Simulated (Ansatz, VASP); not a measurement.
# GaN: VASP beside Ansatz, part 3 of 3

Aim: how closely do two programs agree when they are given the same cell, functional and k mesh? The cell is taken from a series of runs on this material, whose earlier steps may have relaxed, scaled, displaced or heated it; both programs get it as it stands.

VASP 6.6.1 and Ansatz 0.2.0.

So far: The starting structure; Ansatz: zone-centre phonons, PBE; VASP: zone-centre phonons, PBE.

**3. VASP: zone-centre phonons, PBE (continued)**

Level of this step: PBE; plane waves and PAW (N, Ga_d) (VASP).

Numbers of over 12 decimals in the logs are rounded to 6 here.

From OUTCAR (step 3):

```text
ion  position               nearest neighbor table
   1  0.333  0.667  0.376-   4 1.93   4 1.93   4 1.93   3 1.93
   2  0.667  0.333  0.876-   3 1.93   3 1.93   3 1.93   4 1.93
   3  0.333  0.667  0.999-   2 1.93   2 1.93   2 1.93   1 1.93
   4  0.667  0.333  0.499-   1 1.93   1 1.93   1 1.93   2 1.93

  LATTYP: Found a hexagonal cell.
 ALAT       =     3.1527876892
 C/A-ratio  =     1.6293418091

 Subroutine GETGRP returns: Found 12 space group operations
 (whereof  6 operations were pure point group operations)

The static configuration has the point symmetry C_3v.
 The point group associated with its full space group is C_6v.

 Found    185 irreducible k-points:

   k-points           NKPTS =    185   k-points in BZ     NKDIM =    185   number of bands    NBANDS=     24

   dimension x,y,z NGX =    28 NGY =   28 NGZ =   42
   dimension x,y,z NGXF=    56 NGYF=   56 NGZF=   84

   ENCUT  =  600.0 eV  44.10 Ry    6.64 a.u.   6.30  6.30 10.26*2*pi/ulx,y,z

   NELECT =      36.0000    total number of electrons

 k-points in reciprocal lattice and weights: Automatic mesh
   0.00000000  0.00000000  0.00000000       0.000
   0.05555556 -0.00000000  0.00000000       0.002
   0.11111111 -0.00000000  0.00000000       0.002
   0.16666667  0.00000000  0.00000000       0.002
   0.22222222  0.00000000  0.00000000       0.002
   0.27777778 -0.00000000  0.00000000       0.002
   0.33333333 -0.00000000  0.00000000       0.002
   0.38888889 -0.00000000  0.00000000       0.002
   0.44444444  0.00000000  0.00000000       0.002
[...]
-1.576393845  2.730394232  0.000000000     0.000000000  0.366247478  0.000000000
     0.000000000  0.000000000  5.136968797     0.000000000  0.000000000  0.194667330

 POSITION                                       TOTAL-FORCE (eV/Angst)
 -----------------------------------------------------------------------------------
      0.00000      1.82026      1.93026        -0.000000      0.000000      0.000216
      1.57639      0.91013      4.49874        -0.000000      0.000000      0.000216
      0.00000      1.82026      5.13307        -0.000000     -0.000000     -0.000216
      1.57639      0.91013      2.56459         0.000000      0.000000     -0.000216
 -----------------------------------------------------------------------------------
    total drift:                               -0.000000     -0.000001     -0.000508

 MACROSCOPIC STATIC DIELECTRIC TENSOR (including local field effects in DFT)
 ------------------------------------------------------
           5.556906    -0.000000     0.000000
           0.000000     5.556906     0.000000
          -0.000000     0.000000     5.736522
 ------------------------------------------------------

 PIEZOELECTRIC TENSOR (including local field effects)  for field in x, y, z        (C/m^2)
          XX          YY          ZZ          XY          YZ          ZX
  --------------------------------------------------------------------------------
  x     0.00000     0.00000    -0.00000     0.00000     0.00000     0.55594
  y     0.00000     0.00000     0.00000     0.00000     0.55595     0.00000
  z     0.50149     0.50149    -1.01855     0.00000     0.00000     0.00000

 BORN EFFECTIVE CHARGES (including local field effects) (in |e|, cummulative output)
 ---------------------------------------------------------------------------------
 ion    1
    1    -2.60245     0.00000     0.00000
    2     0.00000    -2.60245     0.00000
    3     0.00000    -0.00000    -2.73949
 ion    2
    1    -2.60245     0.00000    -0.00000
    2     0.00000    -2.60245     0.00000
    3     0.00000     0.00000    -2.73949
 ion    3
    1     2.60245     0.00000    -0.00000
    2     0.00000     2.60245     0.00000
    3     0.00000    -0.00000     2.73949
 ion    4
    1     2.60245     0.00000     0.00000
    2    -0.00000     2.60245     0.00000
    3     0.00000     0.00000     2.73949

 Eigenvectors and eigenvalues of the dynamical matrix
 ----------------------------------------------------

   1 f  =   21.243124 THz   133.474486 2PiTHz  708.594353 cm-1    87.854463 meV
             X         Y         Z           dx          dy          dz
      0.000000  1.820263  1.930257     0.000000    0.000000   -0.705072
      1.576394  0.910131  4.498742     0.000000   -0.000000    0.705072
      0.000000  1.820263  5.133075    -0.000000   -0.000000    0.053611
      1.576394  0.910131  2.564590    -0.000000    0.000000   -0.053611

   2 f  =   17.426169 THz   109.491847 2PiTHz  581.274421 cm-1    72.068811 meV
             X         Y         Z           dx          dy          dz
      0.000000  1.820263  1.930257     0.000004   -0.661185   -0.000000
      1.576394  0.910131  4.498742    -0.000004    0.661185   -0.000000
      0.000000  1.820263  5.133075     0.000002   -0.250668    0.000000
      1.576394  0.910131  2.564590    -0.000002    0.250668    0.000000

   3 f  =   17.426169 THz   109.491847 2PiTHz  581.274421 cm-1    72.068811 meV
             X         Y         Z           dx          dy          dz
      0.000000  1.820263  1.930257    -0.661185   -0.000004    0.000000
      1.576394  0.910131  4.498742     0.661185    0.000004    0.000000
      0.000000  1.820263  5.133075    -0.250668   -0.000002   -0.000000
      1.576394  0.910131  2.564590     0.250668    0.000002   -0.000000

   4 f  =   17.071337 THz   107.262377 2PiTHz  569.438524 cm-1    70.601347 meV
             X         Y         Z           dx          dy          dz
      0.000000  1.820263  1.930257     0.000006   -0.645296   -0.000000
      1.576394  0.910131  4.498742     0.000006   -0.645296   -0.000000
      0.000000  1.820263  5.133075    -0.000003    0.289124    0.000000
      1.576394  0.910131  2.564590    -0.000003    0.289124    0.000000

   5 f  =   17.071337 THz   107.262377 2PiTHz  569.438524 cm-1    70.601347 meV
             X         Y         Z           dx          dy          dz
      0.000000  1.820263  1.930257    -0.645296   -0.000006    0.000000
      1.576394  0.910131  4.498742    -0.645296   -0.000006    0.000000
      0.000000  1.820263  5.133075     0.289124    0.000003   -0.000000
      1.576394  0.910131  2.564590     0.289124    0.000003   -0.000000

   6 f  =   16.414621 THz   103.136107 2PiTHz  547.532831 cm-1    67.885389 meV
             X         Y         Z           dx          dy          dz
      0.000000  1.820263  1.930257    -0.000000    0.000000   -0.645357
      1.576394  0.910131  4.498742    -0.000000    0.000000   -0.645357
      0.000000  1.820263  5.133075     0.000000   -0.000000    0.288988
      1.576394  0.910131  2.564590     0.000000    0.000000    0.288988

   7 f  =   10.203631 THz    64.111304 2PiTHz  340.356492 cm-1    42.198808 meV
             X         Y         Z           dx          dy          dz
      0.000000  1.820263  1.930257    -0.000000    0.000000    0.053611
      1.576394  0.910131  4.498742    -0.000000    0.000000   -0.053611
      0.000000  1.820263  5.133075     0.000000   -0.000000    0.705072
      1.576394  0.910131  2.564590    -0.000000    0.000000   -0.705072

   8 f  =    3.989994 THz    25.069874 2PiTHz  133.091888 cm-1    16.501284 meV
             X         Y         Z           dx          dy          dz
      0.000000  1.820263  1.930257    -0.000046   -0.250668   -0.000000
      1.576394  0.910131  4.498742     0.000046    0.250668   -0.000000
      0.000000  1.820263  5.133075     0.000122    0.661185   -0.000000
      1.576394  0.910131  2.564590    -0.000122   -0.661185   -0.000000

   9 f  =    3.989994 THz    25.069874 2PiTHz  133.091888 cm-1    16.501284 meV
             X         Y         Z           dx          dy          dz
      0.000000  1.820263  1.930257    -0.250668    0.000046    0.000000
      1.576394  0.910131  4.498742     0.250668   -0.000046    0.000000
      0.000000  1.820263  5.133075     0.661185   -0.000122    0.000000
      1.576394  0.910131  2.564590    -0.661185    0.000122    0.000000

  10 f/i=    0.000987 THz     0.006203 2PiTHz    0.032933 cm-1     0.004083 meV
             X         Y         Z           dx          dy          dz
      0.000000  1.820263  1.930257     0.250714    0.143996    0.000000
      1.576394  0.910131  4.498742     0.250714    0.143996    0.000000
      0.000000  1.820263  5.133075     0.559570    0.321386    0.000000
      1.576394  0.910131  2.564590     0.559570    0.321386    0.000000

  11 f/i=    0.000987 THz     0.006203 2PiTHz    0.032933 cm-1     0.004083 meV
             X         Y         Z           dx          dy          dz
      0.000000  1.820263  1.930257    -0.143996    0.250714    0.000000
      1.576394  0.910131  4.498742    -0.143996    0.250714    0.000000
      0.000000  1.820263  5.133075    -0.321386    0.559570    0.000000
      1.576394  0.910131  2.564590    -0.321386    0.559570    0.000000

  12 f/i=    0.004393 THz     0.027600 2PiTHz    0.146524 cm-1     0.018167 meV
             X         Y         Z           dx          dy          dz
      0.000000  1.820263  1.930257    -0.000000    0.000000   -0.288988
      1.576394  0.910131  4.498742    -0.000000    0.000000   -0.288988
      0.000000  1.820263  5.133075    -0.000000    0.000000   -0.645357
      1.576394  0.910131  2.564590    -0.000000    0.000000   -0.645357

 MACROSCOPIC STATIC DIELECTRIC TENSOR IONIC CONTRIBUTION
 ------------------------------------------------------
           3.987130     0.000000    -0.000000
           0.000000     3.987130     0.000000
          -0.000000     0.000000     4.780461
 ------------------------------------------------------

 ELASTIC MODULI CONTR FROM IONIC RELAXATION (kBar)
 Direction    XX          YY          ZZ          XY          YZ          ZX
 --------------------------------------------------------------------------------
 XX        -815.2550    353.7189    440.0250     -0.0000      0.0000      0.0000
 YY         353.7189   -815.2550    440.0250      0.0000     -0.0000     -0.0000
 ZZ         440.0250    440.0250   -839.0328      0.0000      0.0000     -0.0000
 XY          -0.0000      0.0000      0.0000   -584.4869      0.0000     -0.0000
 YZ           0.0000     -0.0000      0.0000      0.0000   -202.7331     -0.0000
 ZX           0.0000     -0.0000     -0.0000      0.0000     -0.0000   -216.9860
 --------------------------------------------------------------------------------

 PIEZOELECTRIC TENSOR IONIC CONTR  for field in x, y, z        (C/m^2)
          XX          YY          ZZ          XY          YZ          ZX
  --------------------------------------------------------------------------------
  x     0.00000    -0.00000    -0.00000     0.00000    -0.00000    -0.87522
  y     0.00000    -0.00000     0.00000     0.00000    -0.84599    -0.00000
  z    -0.98831    -0.98831     1.88450    -0.00000    -0.00000     0.00000
```

The dielectric response converges more slowly with the mesh than energies do, so tensor and charges may still move on a finer one.

**4. Side by side**

Known differences besides the potentials themselves: fixed occupations in Ansatz, narrow Gaussian smearing in VASP; VASP's response is taken on the typed mesh, Ansatz refines its own for the field response alone; the cutoff is 420 eV in Ansatz and 600 eV in VASP; VASP's log repeats an internal error in its field response. Total energies have different zeros and are not compared.

Both answers:

| quantity | Ansatz | VASP | difference |
| --- | --- | --- | --- |
| ε∞ xx | 5.61 | 5.56 | +0.97 % |
| ε∞ yy | 5.61 | 5.56 | +0.97 % |
| ε∞ zz | 5.79 | 5.74 | +0.91 % |
| Born charge of N1 (mean of the diagonal) (e) | -2.65 | -2.65 | -0.01 |
| Born charge of Ga3 (mean of the diagonal) (e) | 2.65 | 2.65 | +0.01 |
| optical mode 1 to 2 (cm⁻¹) | 132.9 | 133.1 | -0.11 % |
| optical mode 3 (cm⁻¹) | 339.6 | 340.4 | -0.24 % |
| optical mode 4 (cm⁻¹) | 551.3 | 547.5 | +0.68 % |
| optical mode 5 to 6 (cm⁻¹) | 573.0 | 569.4 | +0.63 % |
| optical mode 7 to 8 (cm⁻¹) | 584.9 | 581.3 | +0.62 % |
| optical mode 9 (cm⁻¹) | 710.4 | 708.6 | +0.25 % |

Modes are paired by rising frequency, not by their patterns, so a pair may set unlike modes beside each other; they are those without the splitting of longitudinal modes.

**5. What came out**

```
r.m.s. difference of the optical zone-centre modes, each program's sorted by frequency (zone-centre phonons, PBE) : 2.8 cm⁻¹
difference in ε∞ xx (zone-centre phonons, PBE)                                                                    : +1.0 %
```

What this shows: The r.m.s. difference of the optical zone-centre modes, each program's sorted by frequency is 2.8 cm⁻¹ (zone-centre phonons, PBE). Among the rows given in per cent, the largest difference of the zone-centre phonons, PBE pair is in ε∞ xx, +1.0 %. How closely two codes agree says nothing of how well the functional describes the real material.

[Lines on the potential files, build, host, timing and source positions are cut from VASP's logs without a mark.]

[Logs are printed without paths, hosts, clocks, repeated set-up lines and the standing remarks that a program may print on its own settings, such as how far it seeks lower states.]

[Hosts, paths, dates, database ids (printed as entryN), source tags and the programs' standing remarks are cut or masked in the printed files.]
